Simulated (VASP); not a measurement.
The system is InSb.

```
In Sb
1.0
     0.00000    3.23910    3.23910
     3.23910    0.00000    3.23910
     3.23910    3.23910    0.00000
In Sb
1 1
Direct
  0.00000 0.00000 0.00000
  0.25000 0.25000 0.25000
```

```yaml
Program: VASP 6.6.1
Task: relaxation of cell and atoms
Functional: r2SCAN
Potentials_or_basis: VASP PAW PBE potentials, release 64 (In_d, Sb)
Cutoff: 600 eV
k_mesh: 10 × 10 × 10
Occupations: gaussian, width 0.03 eV
Spin: no spin polarisation
```

At the start: pressure 1.7 GPa; volume 33.98 Å³/atom.

Problem. Where does the relaxation end?

Solution. Over 3 steps the energy falls by 6.4 meV/atom and the volume is 35.23 Å³/atom (+3.7 %); space group F-43m (No. 216, to 0.05 Å).

Step by step:
```
step  energy change (eV)  largest force (eV/Å)  pressure (GPa)  volume (Å³)
   1              0.0000                0.0000            1.72        67.97
   2             -0.0104                0.0000           -0.68        71.62
   3             -0.0128                0.0000            0.01        70.46
```

Final structure:
```cif
data_structure
_symmetry_space_group_name_H-M 'P 1'
_symmetry_Int_Tables_number 1
_cell_length_a 4.6361
_cell_length_b 4.6361
_cell_length_c 4.6361
_cell_angle_alpha 60.000
_cell_angle_beta 60.000
_cell_angle_gamma 60.000
_cell_volume 70.46
loop_
_atom_site_label
_atom_site_type_symbol
_atom_site_fract_x
_atom_site_fract_y
_atom_site_fract_z
_atom_site_occupancy
In1 In 0.00000 0.00000 0.00000 1
Sb1 Sb 0.25000 0.25000 0.25000 1
```

Caveat: the PAW data sets were made with another functional, which shifts forces and pressure a little.
